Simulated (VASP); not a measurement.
# HgTe (Coloradoite) (F-43m) in VASP: further runs, part 2 of 2

VASP 6.6.1. The steps go on from the part before.

**5. Relaxation of cell and atoms, PBE**

This run uses another cell than the first one, of 36.81 Å³/atom, 1.108 times its volume.

Input file INCAR:

```
SYSTEM = HgTe
ALGO = Normal
EDIFF = 1E-7
EDIFFG = -0.005
ENCUT = 600
GGA = PE
IBRION = 2
ISIF = 3
ISMEAR = 0
LASPH = .True.
LCHARG = .False.
LREAL = .False.
LWAVE = .False.
NELM = 80
NSW = 90
PREC = Accurate
SIGMA = 0.03
```

Input file KPOINTS:

```
k-points
0
Gamma
  10 10 10
  0 0 0
```

Input file POSCAR:

```
HgTe                                    
1.0
    0.0000000000      3.3264124772      3.3264124772
    3.3264124772     -0.0000000000      3.3264124772
    3.3264124772      3.3264124772     -0.0000000000
  Hg              Te            
     1     1
Direct
     0.0000000000000000    0.0000000000000000    0.0000000000000000
     0.2500000000000000    0.2500000000000000    0.2500000000000000
```

Potentials or basis: VASP PAW PBE potentials, release 64 (Hg, Te).

The run is started by

```sh
$ cat potpaw_PBE.64/Hg/POTCAR potpaw_PBE.64/Te/POTCAR > POTCAR
$ mpirun -np 1 vasp_std > vasp.out
```

OUTCAR:

```text
SYSTEM = HgTe
   EDIFF = 1E-7
   EDIFFG = -0.005
   ENCUT = 600
   GGA = PE
   IBRION = 2
   ISIF = 3
   ISMEAR = 0
   LASPH = .True.
   LREAL = .False.
   NELM = 80
   NSW = 90
   PREC = Accurate

 ion  position               nearest neighbor table
   1  0.000  0.000  0.000-   2 2.88   2 2.88   2 2.88   2 2.88
   2  0.250  0.250  0.250-   1 2.88   1 2.88   1 2.88   1 2.88

  LATTYP: Found a face centered cubic cell.
 ALAT       =     6.6528249544

  Lattice vectors:

 A1 = (   0.0000000000,   3.3264124772,   3.3264124772)
 A2 = (   3.3264124772,   0.0000000000,   3.3264124772)
 A3 = (   3.3264124772,   3.3264124772,   0.0000000000)

Analysis of symmetry for initial positions (statically):
=====================================================================
 Subroutine PRICEL returns:
 Original cell was already a primitive cell.

 Routine SETGRP: Setting up the symmetry group for a
 face centered cubic supercell.

 Subroutine GETGRP returns: Found 24 space group operations
 (whereof 24 operations were pure point group operations)
 out of a pool of 48 trial point group operations.

[... 227 lines left out ...]
      7       1.2876      2.00000
      8       2.2154      1.33334
      9       2.2154      1.33334
     10       2.2154      1.33334
     11       6.5915      0.00000
     12       6.5915      0.00000
     13       6.5915      0.00000
[... 354 lines left out ...]
  band No.  band energies     occupation
      1      -8.6882      2.00000
      2      -4.5159      2.00000
      3      -4.4642      2.00000
      4      -4.4289      2.00000
      5      -4.1992      2.00000
      6      -4.1436      2.00000
      7      -2.0256      2.00000
      8       0.4978      2.00000
      9       0.6596      2.00000
     10       4.2577      0.00000
     11       5.3663      0.00000
     12       8.6265      0.00000
     13       9.2616      0.00000

 [... further k-points ...]

------------------------ aborting loop because EDIFF is reached ----------------------------------------

  FORCE on cell =-STRESS in cart. coord.  units (eV):
  Direction    XX          YY          ZZ          XY          YZ          ZX
  --------------------------------------------------------------------------------------
  -------------------------------------------------------------------------------------
  Total       -0.0005594     -0.0005594     -0.0005594      0.0000000      0.0000000     -0.0000000
  in kB       -0.0121621     -0.0121621     -0.0121621      0.0000000      0.0000000     -0.0000000
  external PRESSURE =      -0.0121621 kB  Pullay stress =       0.0000000 kB

 VOLUME and BASIS-vectors are now :
 -----------------------------------------------------------------------------
  energy-cutoff  :      600.00
  volume of cell :       73.69
      direct lattice vectors                 reciprocal lattice vectors
     0.000000000  3.327599215  3.327599215    -0.150258480  0.150258480  0.150258480
     3.327599215  0.000000000  3.327599215     0.150258480 -0.150258480  0.150258480
     3.327599215  3.327599215 -0.000000000     0.150258480  0.150258480 -0.150258480

 POSITION                                       TOTAL-FORCE (eV/Angst)
 -----------------------------------------------------------------------------------
      3.32760      6.65520      3.32760        -0.000000     -0.000000     -0.000000
      1.66380      1.66380      1.66380         0.000000      0.000000      0.000000
 -----------------------------------------------------------------------------------
    total drift:                               -0.000000     -0.000000     -0.000000

  FREE ENERGIE OF THE ION-ELECTRON SYSTEM (eV)
  ---------------------------------------------------
  free  energy   TOTEN  =        -3.6514888832 eV

  energy  without entropy=       -3.6514426029  energy(sigma->0) =       -3.65146574

 reached required accuracy - stopping structural energy minimisation
```

OSZICAR:

```text
N       E                     dE             d eps       ncg     rms          rms(c)
DAV:   1     0.115670774729E+03    0.11567E+03   -0.86469E+03  1222   0.133E+03
DAV:   2     0.115280378998E+01   -0.11452E+03   -0.10810E+03  1307   0.275E+02
DAV:   3    -0.380031623626E+01   -0.49531E+01   -0.49280E+01  1522   0.594E+01
DAV:   4    -0.385200035196E+01   -0.51684E-01   -0.51673E-01  1659   0.559E+00
[... 13 lines left out ...]
DAV:   3    -0.365149343194E+01    0.17700E-04   -0.48191E-05  1262   0.676E-02    0.326E-02
DAV:   4    -0.365148951096E+01    0.39210E-05   -0.54313E-06  1347   0.185E-02    0.555E-03
DAV:   5    -0.365148901046E+01    0.50050E-06   -0.88381E-07  1301   0.115E-02    0.481E-03
DAV:   6    -0.365148887624E+01    0.13422E-06   -0.15371E-07   909   0.413E-03    0.156E-03
DAV:   7    -0.365148888318E+01   -0.69385E-08   -0.69930E-08   616   0.322E-03
   2 F= -.36514889E+01 E0= -.36514657E+01  d E =-.749230E-05
```

Wall time 81 s (1 thread of Intel Xeon Platinum 8259CL at 2.50GHz (Skylake/Cascade Lake), shared host); peak memory 0.28 GiB.

Results:

| Quantity | Value |
| --- | --- |
| Free energy | -3.6515 eV |
| Relaxed volume | 36.85 Å³/atom |
| Relaxed cell | a = 4.706 Å, b = 4.706 Å, c = 4.706 Å, α = 60.00°, β = 60.00°, γ = 60.00° |
| Space group after relaxing (to 0.05 Å) | F-43m (No. 216) |
| Energy gained by relaxing | 0.0 meV/atom |
| Ionic steps | 2 |
| Pressure after relaxing | 0.0 GPa |
| Band gap on the k mesh | none (metal or under the smearing width) |

Final structure:
```
CELL_PARAMETERS angstrom
0.00000 3.32760 3.32760
3.32760 0.00000 3.32760
3.32760 3.32760 0.00000
ATOMIC_POSITIONS crystal
Hg 0.00000 0.00000 0.00000
Te 0.25000 0.25000 0.25000
```

Levels at points of the mesh, in eV from the Fermi level:
```tsv
k point	band 5	band 6	band 7	band 8	band 9	band 10	band 11	band 12	band 13
(0.00, 0.00, 0.00)	-6.46	-6.46	-0.94	-0.01	-0.01	-0.01	4.37	4.37	4.37
(0.50, 0.00, 0.00)	-6.44	-6.21	-4.95	-0.83	-0.83	0.69	5.10	5.10	6.79
(0.50, 0.50, 0.00)	-6.41	-6.10	-4.98	-1.93	-1.93	1.90	2.70	7.91	8.49
```
